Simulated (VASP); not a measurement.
# Ta: surface energy and work function by face, part 2 of 2

How do surface energy, work function and relaxation of Ta depend on the face?

VASP 6.6.1; PBEsol; plane waves and PAW (Ta).

So far. Step 6 (Surface relaxation, 9 atoms, face Ta(100)): The run ended after 13 ionic steps, 0.385 eV below its first step, once the forces on the free atoms met EDIFFG = -0.03. Step 7 (Vacuum level and density of states, 9 atoms, face …): The vacuum level lies 3.85 eV above the Fermi level at the upper face; both faces agree, as the slab has next to no dipole.

## (8) Relaxing the slab, 11 atoms, face Ta(111)

System of this step: Ta(111). The cell holds 11 atoms: 11 Ta. Cell: a = 4.629 Å, b = 4.629 Å, c = 24.450 Å, α = 90.0°, β = 90.0°, γ = 60.0°. It derives from Ta. 11 layers of bcc Ta, cut at this functional's lattice. Vacuum lies along c.

File INCAR:

```
SYSTEM = Ta
PREC = Normal
ENCUT = 320
EDIFF = 1E-05
NELM = 120
ISMEAR = 1
SIGMA = 0.15
LREAL = .FALSE.
ALGO = Fast
GGA = PS
NBANDS = 38
LORBIT = 11
LWAVE = .FALSE.
LCHARG = .FALSE.
KPAR = 4
IBRION = 2
NSW = 40
ISIF = 2
EDIFFG = -0.03
POTIM = 0.4
MAXMIX = 40
```

File POSCAR:

```
Ta
1.0
    4.6293469158      0.0000000000      0.0000000000
    2.3146734579      4.0091320320      0.0000000000
    0.0000000000      0.0000000000     24.4496148216
Ta
11
Direct
    0.6666666700      0.6666666700      0.3067533000
    0.0000000000      0.0000000000      0.3454026400
    0.3333333300      0.3333333300      0.3840519800
    0.6666666700      0.6666666700      0.4227013200
    0.0000000000      0.0000000000      0.4613506600
    0.3333333300      0.3333333300      0.5000000000
    0.6666666700      0.6666666700      0.5386493400
    0.0000000000      0.0000000000      0.5772986800
    0.3333333300      0.3333333300      0.6159480200
    0.6666666700      0.6666666700      0.6545973600
    0.0000000000      0.0000000000      0.6932467000
```

File KPOINTS:

```
Automatic mesh
0
Gamma
9 9 1
0 0 0
```

Potentials, in the order of the species: Ta (PBE family, release 64).

Run with:

```bash
$ mpirun -np 4 vasp_std
```

Elapsed: 3.6 min, on 4 MPI ranks of AMD EPYC 7R43, shared host; peak memory 0.91 GiB.

The run keeps the 12 symmetry operations of its start, so it cannot find a distortion of lower symmetry.

The steps of the relaxation:

```csv
step,energy less that of the first step (eV),largest force (eV/Å)
1,0.0000,2.2192
2,-0.4776,1.5784
3,-0.7579,1.0188
4,-0.7597,0.8795
5,-0.8339,0.5271
6,-0.8712,0.3478
7,-0.9013,0.2564
8,-0.9146,0.1429
9,-0.9211,0.1249
10,-0.9214,0.1203
11,-0.9251,0.0511
12,-0.9253,0.0511
13,-0.9258,0.0042
```

The atoms that moved most (Å):

```csv
atom,dx,dy,dz,length
Ta1,0.000,0.000,0.333,0.333
Ta11,0.000,0.000,-0.333,0.333
Ta9,0.000,0.000,0.092,0.092
Ta3,0.000,0.000,-0.092,0.092
Ta4,0.000,0.000,0.076,0.076
Ta8,0.000,0.000,-0.076,0.076
Ta2,0.000,0.000,0.064,0.064
Ta10,0.000,0.000,-0.064,0.064
```

Final coordinates:

```cif
data_structure
_symmetry_space_group_name_H-M 'P 1'
_symmetry_Int_Tables_number 1
_cell_length_a 4.6293
_cell_length_b 4.6293
_cell_length_c 24.4496
_cell_angle_alpha 90.000
_cell_angle_beta 90.000
_cell_angle_gamma 60.000
_cell_volume 453.78
loop_
_atom_site_label
_atom_site_type_symbol
_atom_site_fract_x
_atom_site_fract_y
_atom_site_fract_z
_atom_site_occupancy
Ta1 Ta 0.66667 0.66667 0.32038 1
Ta2 Ta 0.00000 0.00000 0.34801 1
Ta3 Ta 0.33333 0.33333 0.38031 1
Ta4 Ta 0.66667 0.66667 0.42581 1
Ta5 Ta 0.00000 0.00000 0.46092 1
Ta6 Ta 0.33333 0.33333 0.50000 1
Ta7 Ta 0.66667 0.66667 0.53908 1
Ta8 Ta 0.00000 0.00000 0.57419 1
Ta9 Ta 0.33333 0.33333 0.61969 1
Ta10 Ta 0.66667 0.66667 0.65199 1
Ta11 Ta 0.00000 0.00000 0.67962 1
```

The run ended after 13 ionic steps, 0.926 eV below its first step, once the forces on the free atoms met EDIFFG = -0.03.

## (9) Potential and states of the slab, 11 atoms, face Ta(111)

File INCAR:

```
SYSTEM = Ta
PREC = Normal
ENCUT = 320
EDIFF = 1E-06
NELM = 120
ISMEAR = 1
SIGMA = 0.15
LREAL = .FALSE.
ALGO = Fast
GGA = PS
NBANDS = 38
LORBIT = 11
LWAVE = .FALSE.
LCHARG = .TRUE.
KPAR = 4
IDIPOL = 3
LDIPOL = .TRUE.
DIPOL = 0.5 0.5 0.5
LVHAR = .TRUE.
LVACPOTAV = .TRUE.
NEDOS = 1500
```

File POSCAR:

```
Ta
1.0
    4.6293469158      0.0000000000      0.0000000000
    2.3146734579      4.0091320320      0.0000000000
    0.0000000000      0.0000000000     24.4496148216
Ta
11
Direct
    0.6666666700      0.6666666700      0.3203831429
    0.0000000000      0.0000000000      0.3480053064
    0.3333333300      0.3333333300      0.3803056999
    0.6666666700      0.6666666700      0.4258097484
    0.0000000000      0.0000000000      0.4609154076
    0.3333333300      0.3333333300      0.5000000000
    0.6666666700      0.6666666700      0.5390845924
    0.0000000000      0.0000000000      0.5741902516
    0.3333333300      0.3333333300      0.6196943001
    0.6666666700      0.6666666700      0.6519946936
    0.0000000000      0.0000000000      0.6796168571
```

KPOINTS is that of step 8.

Run with:

```bash
$ mpirun -np 4 vasp_std
```

It took 58 s on 4 MPI ranks; peak memory 0.8 GiB.

Zero at the Fermi level. Table of planar average of the electrostatic potential by height:

```csv
height (Å),planar average of the electrostatic potential (eV)
0,4.01
1,4.01
2,4.01
3,4.01
4,4.00
5,3.96
6,3.58
7,0.182
8,-6.76
9,-6.97
10,-5.19
11,-6.13
12,-5.78
13,-6.09
14,-5.57
15,-5.75
16,-8.01
17,-3.06
18,2.80
19,3.89
20,4.00
21,4.01
22,4.01
23,4.01
24,4.01
```

The map of layer states is cut here 0.5 eV above the Fermi level, so it leaves out the states above that.

The vacuum level lies 4.01 eV above the Fermi level at the upper face; both faces agree, as the slab has next to no dipole.

The program found no field-free point at its default tolerance, but its printed level agrees with the flat part of the planar average.

On this mesh the fine structure of the density of states is sampling noise, and high empty states may be cut by the number of bands.

## (10) The faces side by side

This step: surfaces of a metal, PBEsol; plane waves and PAW (VASP 6.6.1).

This step runs nothing: it gathers the runs above.

Symmetric slabs, all atoms free. All faces:

```csv
face,layers,area a surface atom (Å²),work function (eV),surface energy as cut (J/m²),surface energy relaxed (J/m²),change of the top spacing (%)
Ta(110),7,7.577,4.848,2.673,2.609,-4.75
Ta(100),9,10.71,3.85,3.04,2.753,-13.84
Ta(111),11,18.56,4.005,3.394,2.995,-28.53
```

Each surface energy is the slab's energy less its number of atoms times the bulk energy of -12.6086 eV, over twice the cell's area.

## (11) Summary of results

| Item | Value |
| --- | --- |
| Ta(110) | 2.61 J/m², 4.85 eV |
| Ta(100) | 2.75 J/m², 3.85 eV |
| Ta(111) | 2.99 J/m², 4.01 eV |

The cheapest face is Ta(110) at 2.61 J/m², against 2.75 for Ta(100) and 2.99 for Ta(111). The work functions are 4.85 eV for Ta(110), 4.01 eV for Ta(111) and 3.85 eV for Ta(100). The densest face has the highest work function, as the smoothing of the electron density over an open face lowers the surface dipole. Among the others the order doesn't follow the density. The densest face is also the cheapest, since it cuts the fewest bonds an area. The top spacing changes by -4.8 % on Ta(110), -13.8 % on Ta(100) and -28.5 % on Ta(111), the most on the most open face. One thickness was run for each face, and bulk and slab meshes don't match, which leaves some hundredths of a J/m². The cells are 1 × 1 and can't reconstruct. Spin-orbit coupling is left out, which matters for a heavy metal.

[Lines on the potential files, build, host, timing and source positions are cut from VASP's logs without a mark.]

[Logs are printed without paths, hosts, clocks, repeated set-up lines and the standing remarks that a program may print on its own settings, such as how far it seeks lower states.]

[Hosts, paths, dates, database ids (printed as entryN), source tags and the programs' standing remarks are cut or masked in the printed files.]

[Runs that stopped without an error message from VASP are left out.]
